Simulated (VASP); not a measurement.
Computed with PBE GGA, VASP's PBE PAW potentials (set 64) (plane waves; VASP).

VASP ran on this input.

### INCAR
```
ALGO=Fast
EDIFF=1E-5
EDIFFG=-0.03
ENCUT=400
GGA=PE
IBRION=2
ISIF=2
ISMEAR=0
ISYM=0
LASPH=T
LCHARG=F
LMAXMIX=4
LREAL=Auto
LWAVE=F
NELM=100
NELMIN=4
NSW=60
PREC=Normal
SIGMA=0.05
SYSTEM=Pb27Te26
```

POSCAR:
```
Pb27Te26
1
   -0.0000000000     9.8416856329     9.8416856329
    9.8416856329    -0.0000000000     9.8416856329
    9.8416856329     9.8416856329    -0.0000000000
Te Pb
26 27
Direct
  0.0000000000   0.0000000000   0.0000000000
  0.0000000000   0.0000000000   0.3333330000
  0.0000000000   0.0000000000   0.6666670000
  0.0000000000   0.3333330000   0.0000000000
  0.0000000000   0.3333330000   0.3333330000
  1.0000000000   0.3333330000   0.6666670000
  0.0000000000   0.6666670000   0.0000000000
  0.0000000000   0.6666670000   0.3333330000
  1.0000000000   0.6666670000   0.6666670000
  0.3333330000   0.0000000000   0.0000000000
  0.3333330000   0.0000000000   0.3333330000
  0.3333330000   1.0000000000   0.6666670000
  0.3333330000   0.3333330000   0.0000000000
  0.3333330000   0.3333330000   0.3333330000
  0.3333330000   0.6666670000   0.0000000000
  0.3333330000   0.6666670000   0.3333330000
  0.3333330000   0.6666670000   0.6666670000
  0.6666670000   0.0000000000   0.0000000000
  0.6666670000   0.0000000000   0.3333330000
  0.6666670000   1.0000000000   0.6666670000
  0.6666670000   0.3333330000   0.0000000000
  0.6666670000   0.3333330000   0.3333330000
  0.6666670000   0.3333330000   0.6666670000
  0.6666670000   0.6666670000   0.0000000000
  0.6666670000   0.6666670000   0.3333330000
  0.6666670000   0.6666670000   0.6666670000
  0.1666670000   0.1666670000   0.1666670000
  0.1666670000   0.1666670000   0.5000000000
  0.1666670000   0.1666670000   0.8333330000
  0.1666670000   0.5000000000   0.1666670000
  0.1666670000   0.5000000000   0.5000000000
  0.1666670000   0.5000000000   0.8333330000
  0.1666670000   0.8333330000   0.1666670000
  0.1666670000   0.8333330000   0.5000000000
  0.1666670000   0.8333330000   0.8333330000
  0.5000000000   0.1666670000   0.1666670000
  0.5000000000   0.1666670000   0.5000000000
  0.5000000000   0.1666670000   0.8333330000
  0.5000000000   0.5000000000   0.1666670000
  0.5000000000   0.5000000000   0.5000000000
  0.5000000000   0.5000000000   0.8333330000
  0.5000000000   0.8333330000   0.1666670000
  0.5000000000   0.8333330000   0.5000000000
  0.5000000000   0.8333330000   0.8333330000
  0.8333330000   0.1666670000   0.1666670000
  0.8333330000   0.1666670000   0.5000000000
  0.8333330000   0.1666670000   0.8333330000
  0.8333330000   0.5000000000   0.1666670000
  0.8333330000   0.5000000000   0.5000000000
  0.8333330000   0.5000000000   0.8333330000
  0.8333330000   0.8333330000   0.1666670000
  0.8333330000   0.8333330000   0.5000000000
  0.8333330000   0.8333330000   0.8333330000
```

KPOINTS:
```
Automatic mesh
0
Gamma
1 1 1
0 0 0
```

POTCAR, in this order: Te Pb (PBE.64 set). Program: vasp_gam.

What VASP printed:

**OUTCAR**
```
 ion  position               nearest neighbor table
   1  0.000  0.000  0.000-  29 3.28  33 3.28  35 3.28  45 3.28  47 3.28  51 3.28
   2  0.000  0.000  0.333-  33 3.28  45 3.28  34 3.28  46 3.28  52 3.28  27 3.28
   3  0.000  0.000  0.667-  35 3.28  47 3.28  28 3.28  46 3.28  34 3.28  53 3.28
   4  0.000  0.333  0.000-  29 3.28  45 3.28  32 3.28  48 3.28  50 3.28  27 3.28
   5  0.000  0.333  0.333-  27 3.28  46 3.28  48 3.28  49 3.28  30 3.28  28 3.28
   6  0.000  0.333  0.667-  28 3.28  29 3.28  47 3.28  50 3.28  49 3.28  31 3.28
   7  0.000  0.667  0.000-  35 3.28  51 3.28  30 3.28  48 3.28  32 3.28  53 3.28
   8  0.000  0.667  0.333-  30 3.28  33 3.28  51 3.28  52 3.28  31 3.28  49 3.28
   9  0.000  0.667  0.667-  53 3.28  34 3.28  32 3.28  31 3.28  50 3.28  52 3.28
  10  0.333  0.000  0.000-  29 3.28  33 3.28  38 3.28  42 3.28  44 3.28  27 3.28
  11  0.333  0.000  0.333-  27 3.28  34 3.28  42 3.28  43 3.28  36 3.28  28 3.28
  12  0.333  0.000  0.667-  28 3.28  29 3.28  35 3.28  44 3.28  43 3.28  37 3.28
  13  0.333  0.333  0.000-  27 3.28  32 3.28  38 3.28  41 3.28  30 3.28  36 3.28
  14  0.333  0.333  0.333-  28 3.28  30 3.28  36 3.28  39 3.28  37 3.28  31 3.28
  15  0.333  0.667  0.000-  30 3.28  33 3.28  35 3.28  44 3.28  41 3.28  39 3.28
  16  0.333  0.667  0.333-  33 3.28  31 3.28  34 3.28  39 3.28  42 3.28  40 3.28
  17  0.333  0.667  0.667-  35 3.28  34 3.28  32 3.28  41 3.28  43 3.28  40 3.28
  18  0.667  0.000  0.000-  47 3.28  51 3.28  42 3.28  36 3.28  38 3.28  53 3.28
  19  0.667  0.000  0.333-  36 3.28  45 3.28  51 3.28  52 3.28  43 3.28  37 3.28
  20  0.667  0.000  0.667-  53 3.28  46 3.28  38 3.28  37 3.28  44 3.28  52 3.28
  21  0.667  0.333  0.000-  36 3.28  45 3.28  47 3.28  50 3.28  41 3.28  39 3.28
  22  0.667  0.333  0.333-  45 3.28  39 3.28  37 3.28  46 3.28  48 3.28  40 3.28
  23  0.667  0.333  0.667-  47 3.28  41 3.28  46 3.28  38 3.28  49 3.28  40 3.28
  24  0.667  0.667  0.000-  53 3.28  48 3.28  42 3.28  39 3.28  50 3.28  44 3.28
...
```

File OSZICAR:
```
...
DAV:   1    -0.198983663210E+03   -0.19356E-01   -0.45432E-01   368   0.112E+00    0.369E-01
RMM:   2    -0.198986202735E+03   -0.25395E-02   -0.29005E-02   320   0.275E-01    0.116E-01
RMM:   3    -0.198986522639E+03   -0.31990E-03   -0.36226E-03   336   0.108E-01    0.872E-02
RMM:   4    -0.198986529784E+03   -0.71454E-05   -0.63840E-04   331   0.457E-02    0.363E-02
RMM:   5    -0.198986541502E+03   -0.11718E-04   -0.18058E-04   332   0.222E-02    0.166E-02
RMM:   6    -0.198986543390E+03   -0.18881E-05   -0.30897E-05   215   0.990E-03
   2 F= -.19898654E+03 E0= -.19898654E+03  d E =-.222305E-01
       N       E                     dE             d eps       ncg     rms          rms(c)
DAV:   1    -0.199004795644E+03   -0.18254E-01   -0.33082E+00   336   0.303E+00    0.979E-01
RMM:   2    -0.199022958297E+03   -0.18163E-01   -0.20492E-01   320   0.740E-01    0.289E-01
RMM:   3    -0.199025131851E+03   -0.21736E-02   -0.24431E-02   331   0.291E-01    0.226E-01
RMM:   4    -0.199025209058E+03   -0.77207E-04   -0.44190E-03   327   0.124E-01    0.978E-02
RMM:   5    -0.199025314228E+03   -0.10517E-03   -0.13720E-03   364   0.604E-02    0.436E-02
RMM:   6    -0.199025327760E+03   -0.13532E-04   -0.20689E-04   324   0.261E-02    0.331E-02
RMM:   7    -0.199025326326E+03    0.14337E-05   -0.41574E-05   234   0.134E-02
   3 F= -.19902533E+03 E0= -.19902533E+03  d E =-.610135E-01
       N       E                     dE             d eps       ncg     rms          rms(c)
DAV:   1    -0.198929018651E+03    0.96309E-01   -0.13230E+01   344   0.606E+00    0.198E+00
RMM:   2    -0.199001960151E+03   -0.72942E-01   -0.81908E-01   320   0.148E+00    0.575E-01
RMM:   3    -0.199010782340E+03   -0.88222E-02   -0.98944E-02   334   0.577E-01    0.467E-01
RMM:   4    -0.199010880789E+03   -0.98450E-04   -0.16276E-02   322   0.243E-01    0.196E-01
RMM:   5    -0.199011319240E+03   -0.43845E-03   -0.56243E-03   367   0.121E-01    0.883E-02
RMM:   6    -0.199011372736E+03   -0.53496E-04   -0.90272E-04   335   0.535E-02    0.721E-02
RMM:   7    -0.199011368654E+03    0.40825E-05   -0.17855E-04   319   0.272E-02    0.142E-02
RMM:   8    -0.199011374388E+03   -0.57339E-05   -0.70433E-05   252   0.144E-02
   4 F= -.19901137E+03 E0= -.19901137E+03  d E =-.470615E-01
       N       E                     dE             d eps       ncg     rms          rms(c)
DAV:   1    -0.199003805377E+03    0.75633E-02   -0.49785E+00   344   0.371E+00    0.119E+00
RMM:   2    -0.199030645283E+03   -0.26840E-01   -0.30313E-01   320   0.904E-01    0.352E-01
RMM:   3    -0.199033903220E+03   -0.32579E-02   -0.36602E-02   337   0.352E-01    0.276E-01
RMM:   4    -0.199033930571E+03   -0.27351E-04   -0.56462E-03   322   0.146E-01    0.127E-01
RMM:   5    -0.199034054366E+03   -0.12380E-03   -0.18796E-03   355   0.734E-02    0.502E-02
RMM:   6    -0.199034084684E+03   -0.30318E-04   -0.44659E-04   336   0.350E-02    0.410E-02
RMM:   7    -0.199034083972E+03    0.71193E-06   -0.67035E-05   257   0.158E-02
   5 F= -.19903408E+03 E0= -.19903408E+03  d E =-.697711E-01
       N       E                     dE             d eps       ncg     rms          rms(c)
DAV:   1    -0.199044249837E+03   -0.10165E-01   -0.27795E-01   336   0.867E-01    0.259E-01
RMM:   2    -0.199045568626E+03   -0.13188E-02   -0.16199E-02   320   0.202E-01    0.122E-01
RMM:   3    -0.199045828784E+03   -0.26016E-03   -0.27908E-03   345   0.770E-02    0.128E-01
RMM:   4    -0.199045825015E+03    0.37688E-05   -0.25692E-04   320   0.287E-02    0.622E-02
RMM:   5    -0.199045823743E+03    0.12724E-05   -0.90564E-05   305   0.165E-02
   6 F= -.19904582E+03 E0= -.19904582E+03  d E =-.117398E-01
       N       E                     dE             d eps       ncg     rms          rms(c)
DAV:   1    -0.199052747256E+03   -0.69222E-02   -0.25106E+00   320   0.260E+00    0.777E-01
RMM:   2    -0.199064651563E+03   -0.11904E-01   -0.14685E-01   320   0.607E-01    0.349E-01
RMM:   3    -0.199067068392E+03   -0.24168E-02   -0.25791E-02   348   0.232E-01    0.373E-01
RMM:   4    -0.199067050047E+03    0.18345E-04   -0.23428E-03   326   0.869E-02    0.191E-01
RMM:   5    -0.199067065225E+03   -0.15178E-04   -0.90959E-04   328   0.510E-02    0.101E-01
RMM:   6    -0.199067002917E+03    0.62308E-04   -0.30723E-04   332   0.267E-02    0.666E-02
RMM:   7    -0.199067003641E+03   -0.72445E-06   -0.15382E-04   307   0.155E-02    0.355E-02
RMM:   8    -0.199067005172E+03   -0.15308E-05   -0.20044E-05   196   0.778E-03
   7 F= -.19906701E+03 E0= -.19906701E+03  d E =-.329212E-01
       N       E                     dE             d eps       ncg     rms          rms(c)
DAV:   1    -0.199066947339E+03    0.56302E-04   -0.33553E-01   336   0.950E-01    0.272E-01
RMM:   2    -0.199068543281E+03   -0.15959E-02   -0.19412E-02   320   0.220E-01    0.126E-01
RMM:   3    -0.199068857188E+03   -0.31391E-03   -0.33569E-03   349   0.839E-02    0.138E-01
RMM:   4    -0.199068852583E+03    0.46044E-05   -0.31340E-04   323   0.312E-02    0.690E-02
RMM:   5    -0.199068850678E+03    0.19056E-05   -0.11286E-04   307   0.182E-02    0.359E-02
RMM:   6    -0.199068842852E+03    0.78258E-05   -0.40146E-05   224   0.957E-03
   8 F= -.19906884E+03 E0= -.19906884E+03  d E =-.347589E-01
       N       E                     dE             d eps       ncg     rms          rms(c)
DAV:   1    -0.199073279424E+03   -0.44287E-02   -0.98714E-01   320   0.169E+00    0.499E-01
RMM:   2    -0.199078248199E+03   -0.49688E-02   -0.57378E-02   320   0.403E-01    0.186E-01
RMM:   3    -0.199079205144E+03   -0.95694E-03   -0.96164E-03   348   0.157E-01    0.172E-01
RMM:   4    -0.199079240407E+03   -0.35263E-04   -0.11124E-03   339   0.603E-02    0.845E-02
RMM:   5    -0.199079244682E+03   -0.42747E-05   -0.26636E-04   329   0.307E-02    0.311E-02
RMM:   6    -0.199079247556E+03   -0.28745E-05   -0.77003E-05   280   0.154E-02
   9 F= -.19907925E+03 E0= -.19907925E+03  d E =-.104047E-01
       N       E                     dE             d eps       ncg     rms          rms(c)
DAV:   1    -0.199074338790E+03    0.49059E-02   -0.11451E+00   320   0.182E+00    0.535E-01
RMM:   2    -0.199080216916E+03   -0.58781E-02   -0.67569E-02   320   0.437E-01    0.199E-01
RMM:   3    -0.199081359850E+03   -0.11429E-02   -0.11380E-02   352   0.171E-01    0.189E-01
RMM:   4    -0.199081397711E+03   -0.37861E-04   -0.12937E-03   339   0.651E-02    0.956E-02
RMM:   5    -0.199081401489E+03   -0.37772E-05   -0.32196E-04   326   0.339E-02    0.343E-02
RMM:   6    -0.199081404771E+03   -0.32822E-05   -0.95099E-05   297   0.170E-02
  10 F= -.19908140E+03 E0= -.19908140E+03  d E =-.125619E-01
       N       E                     dE             d eps       ncg     rms          rms(c)
DAV:   1    -0.199081091179E+03    0.31031E-03   -0.11641E-01   336   0.581E-01    0.168E-01
RMM:   2    -0.199081657690E+03   -0.56651E-03   -0.66392E-03   320   0.138E-01    0.634E-02
RMM:   3    -0.199081765761E+03   -0.10807E-03   -0.10912E-03   349   0.533E-02    0.594E-02
RMM:   4    -0.199081769948E+03   -0.41874E-05   -0.12041E-04   299   0.201E-02    0.285E-02
RMM:   5    -0.199081770753E+03   -0.80481E-06   -0.27796E-05   212   0.996E-03
  11 F= -.19908177E+03 E0= -.19908177E+03  d E =-.129279E-01
       N       E                     dE             d eps       ncg     rms          rms(c)
DAV:   1    -0.199082877459E+03   -0.11075E-02   -0.31327E-01   320   0.966E-01    0.280E-01
RMM:   2    -0.199084464568E+03   -0.15871E-02   -0.19351E-02   322   0.235E-01    0.105E-01
RMM:   3    -0.199084794364E+03   -0.32980E-03   -0.34147E-03   349   0.911E-02    0.104E-01
RMM:   4    -0.199084815856E+03   -0.21492E-04   -0.38826E-04   360   0.340E-02    0.619E-02
RMM:   5    -0.199084814139E+03    0.17172E-05   -0.84925E-05   298   0.170E-02
  12 F= -.19908481E+03 E0= -.19908481E+03  d E =-.304339E-02
```

**OUTCAR**
```
------------------------ aborting loop because EDIFF is reached ----------------------------------------
  FORCE on cell =-STRESS in cart. coord.  units (eV):
  Direction    XX          YY          ZZ          XY          YZ          ZX
  --------------------------------------------------------------------------------------
  Total       -4.5802002     -4.5788292     -4.7405361     -0.0012613      0.0049387     -0.0045899
  in kB       -3.8490769     -3.8479247     -3.9838188     -0.0010600      0.0041503     -0.0038572
  external PRESSURE =      -3.8936068 kB  Pullay stress =       0.0000000 kB
  volume of cell :     1906.51
      direct lattice vectors                 reciprocal lattice vectors
     0.000000000  9.841685633  9.841685633    -0.050804305  0.050804305  0.050804305
     9.841685633  0.000000000  9.841685633     0.050804305 -0.050804305  0.050804305
     9.841685633  9.841685633  0.000000000     0.050804305  0.050804305 -0.050804305
  FREE ENERGIE OF THE ION-ELECTRON SYSTEM (eV)
  ---------------------------------------------------
  free  energy   TOTEN  =      -199.0848141388 eV

  energy  without entropy=     -199.0848141388  energy(sigma->0) =     -199.08481414

 reached required accuracy - stopping structural energy minimisation
```
(Selected blocks of OUTCAR.)

File CONTCAR:
```
Pb27Te26
   1.00000000000000
     0.0000000000000000    9.8416856329000009    9.8416856329000009
     9.8416856329000009    0.0000000000000000    9.8416856329000009
     9.8416856329000009    9.8416856329000009    0.0000000000000000
  Te              Pb
    26    27
Direct
     0.0012621633594489    0.0012758598961774    0.9987349038480018
     0.9998220619539554    0.9998319730597257    0.3329773262178002
     0.9998266928672217    0.9998374219916527    0.6673669226127199
     0.0026282975621927    0.3330796564429735    0.9973544306546036
     0.9996848017162232    0.3343520020597106    0.3329809204934079
     0.0026294776833152    0.3330733792246006    0.6669368851999532
     0.0013995519327230    0.6653467956893715    0.9985967428522098
     0.0014007213855782    0.6653475216660478    0.3346585740273655
     0.0027448760016004    0.6637442471502935    0.6667548715722955
     0.3330745446808547    0.0026439278526658    0.9973504572757519
     0.3343512432752620    0.9996851663128334    0.3329804753964398
     0.3330723100472189    0.0026448067766555    0.6669302007862764
     0.3332478212538343    0.3332530864428722    0.9972448553860047
     0.3332506937679514    0.3332564069459952    0.3362524885361150
     0.3326342556919022    0.6670240226928784    0.0001750899905764
     0.3330096821629329    0.6635835682436330    0.3364171002356892
     0.3330106177871738    0.6635913411570045    0.6669885715502920
     0.6653364918383449    0.0013249775691821    0.9986800933060822
     0.6653496399763230    0.0014100212745120    0.3346477041224674
     0.6637395024687575    0.0027564316216937    0.6667518175383504
     0.6670217542334741    0.3326386125974356    0.0001707520364710
     0.6635453085526446    0.3330310619783298    0.3364563136009958
     0.6635789183764151    0.3330136759270477    0.6669920858139854
     0.6670074500977300    0.6670129562560613    0.0003162563719042
     0.6657737353300528    0.6657769098998834    0.3342272984355417
     0.6670136859339454    0.6670222724367979    0.6656598018622227
     0.1668192112665181    0.1667754917868402    0.1670374658012909
     0.1668323112367833    0.1668394590023866    0.4993081797655508
     0.1751417152143943    0.1751336832656210    0.8248530822151142
     0.1655182515909059    0.5012738882618795    0.1665996129970946
     0.1749641820824108    0.4911738761679474    0.5088266654329653
     0.1749626976600239    0.4911844710162871    0.8250319333531360
     0.1654685677972078    0.8331525031160824    0.1668409815947955
     0.1664128745062007    0.8339196009639339    0.4998330558193124
     0.1654727283910720    0.8331546819668916    0.8345141581960730
     0.5012652956829533    0.1655011595578013    0.1666114099325284
     0.4911449537430376    0.1749753104966423    0.5088549711229120
     0.4911541574280918    0.1749658188122616    0.8250343417866126
     0.5001562162225985    0.5001254728213848    0.1660979632434462
     0.4918644292531054    0.4918908499283243    0.5081252306621875
     0.5001312395810831    0.5001540621736685    0.8336197657340430
     0.5012737844935324    0.8335676655613610    0.1663823752505732
     0.5012656113523908    0.8335799205388287    0.4987637296657583
     0.5006424320930482    0.8329460568260658    0.8331984073026347
     0.8331479292833511    0.1654863778815727    0.1668490889564678
     0.8339151042982642    0.1663784248703202    0.4998585685159794
     0.8331588272855432    0.1654812313597723    0.8345139690787287
     0.8335800758745802    0.5011947891216904    0.1664177699187484
     0.8335851931150046    0.5011876147269790    0.4988037286363105
     0.8329551739383385    0.5006462479723029    0.8331827969422616
     0.8336210767264676    0.8336147441162679    0.1663805139967897
     0.8333946363677871    0.8334033768467518    0.4987314134466027
     0.8334020235782265    0.8334021176740969    0.8344588809085630
```

The supercell is sampled at Γ alone, which is coarse: total energies, pressure and levels can be off, energies of defects by several tenths of an eV.

The cell is a supercell with a defect, built from a database entry that may be metastable or hypothetical: vac_Te. The run is not spin-polarised, so no state with unpaired spins was tried.
